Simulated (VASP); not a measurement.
Here is the system:

```yaml
crystal:
  lattice:
    - [4.03795, 0.00000, 0.00000]
    - [0.00000, 4.03795, 0.00000]
    - [0.00000, 0.00000, 4.94798]
  atoms:
    - { symbol: Pb, position: [0.50000, 0.00000, 0.76019] }
    - { symbol: Pb, position: [0.00000, 0.50000, 0.23981] }
    - { symbol: O, position: [0.50000, 0.50000, 0.00000] }
    - { symbol: O, position: [0.00000, 0.00000, 0.00000] }
```

Method: PBE GGA with D4 dispersion, VASP's PBE PAW potentials (set 64) (plane waves; VASP 6.6.1). Numerical set-up: 520 eV cut-off, Gaussian smearing of 0.050 eV, potentials Pb_d O.

Unless said otherwise, spin-orbit coupling is left out, though it shifts the bands of the heavy elements here.

Problem. Give the energies of bands 13 to 23 at the high-symmetry points, in eV from the valence-band maximum.

Solution. 
```json
[
 {"band": "13", "Γ": "-6.90", "X": "-7.09", "M": "-8.04", "Z": "-8.43", "R": "-7.18", "A": "-7.93"},
 {"band": "14", "Γ": "-6.63", "X": "-7.09", "M": "-8.04", "Z": "-4.33", "R": "-7.18", "A": "-7.93"},
 {"band": "15", "Γ": "-4.04", "X": "-2.93", "M": "-3.13", "Z": "-3.87", "R": "-3.46", "A": "-3.63"},
 {"band": "16", "Γ": "-4.04", "X": "-2.93", "M": "-3.13", "Z": "-3.87", "R": "-3.46", "A": "-3.63"},
 {"band": "17", "Γ": "-1.52", "X": "-2.81", "M": "-1.51", "Z": "-1.57", "R": "-2.77", "A": "-2.15"},
 {"band": "18", "Γ": "-1.51", "X": "-2.81", "M": "-1.51", "Z": "-1.54", "R": "-2.77", "A": "-2.15"},
 {"band": "19", "Γ": "-1.51", "X": "-1.49", "M": "-0.90", "Z": "-1.54", "R": "-0.84", "A": "-0.90"},
 {"band": "20", "Γ": "-0.02", "X": "-1.49", "M": "-0.90", "Z": "-0.71", "R": "-0.84", "A": "-0.90"},
 {"band": "21", "Γ": "2.42", "X": "3.46", "M": "1.24", "Z": "1.95", "R": "3.16", "A": "3.54"},
 {"band": "22", "Γ": "5.54", "X": "3.46", "M": "1.24", "Z": "3.95", "R": "3.16", "A": "3.54"},
 {"band": "23", "Γ": "5.54", "X": "6.58", "M": "5.38", "Z": "3.95", "R": "6.19", "A": "4.88"}
]
```

The gap is indirect, 1.24 eV, from the valence maximum at Γ-X at 0.22 to the conduction minimum at M.

The compound is PbO in the litharge structure. It was relaxed first.
